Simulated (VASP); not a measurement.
The cell holds one Ge (diamond) (100) slab, with vacuum along c, ions free to move until forces fall under 0.03 eV/Å, no reconstruction beyond this cell, dipole correction on.

```yaml
crystal:
  lattice:
    - [4.00890, 0.00000, 0.00000]
    - [0.00000, 4.00890, 0.00000]
    - [0.00000, 0.00000, 26.36920]
  atoms:
    - { symbol: Ge, position: [0.25000, 0.50000, 0.31011] }
    - { symbol: Ge, position: [0.25000, 0.00000, 0.36527] }
    - { symbol: Ge, position: [0.75000, 0.00000, 0.41907] }
    - { symbol: Ge, position: [0.75000, 0.50000, 0.47324] }
    - { symbol: Ge, position: [0.25000, 0.50000, 0.52676] }
    - { symbol: Ge, position: [0.25000, 0.00000, 0.58093] }
    - { symbol: Ge, position: [0.75000, 0.00000, 0.63473] }
    - { symbol: Ge, position: [0.75000, 0.50000, 0.68989] }
```

Level of theory: PBEsol GGA, VASP's PBE PAW potentials (set 64) (plane waves; VASP 6.6.1). Numerical set-up: 400 eV cut-off, 7×7×1 Γ-centred mesh, first-order Methfessel-Paxton smearing of 0.10 eV, potentials Ge_d.

Slab and bulk use different k-meshes, so the surface energy is good to a few per cent at best.

### Question
Predict its surface energy, work function, band gap (on the k-mesh).

### Answer

```json
{
  "surface_energy": "1.61 J/m²",
  "work_function": "5.14 eV",
  "band gap (on the k-mesh)": "none (metal, semimetal or under 0.01 eV)"
}
```

The cell is a thin slab with vacuum, built from Ge (diamond): (100) face.
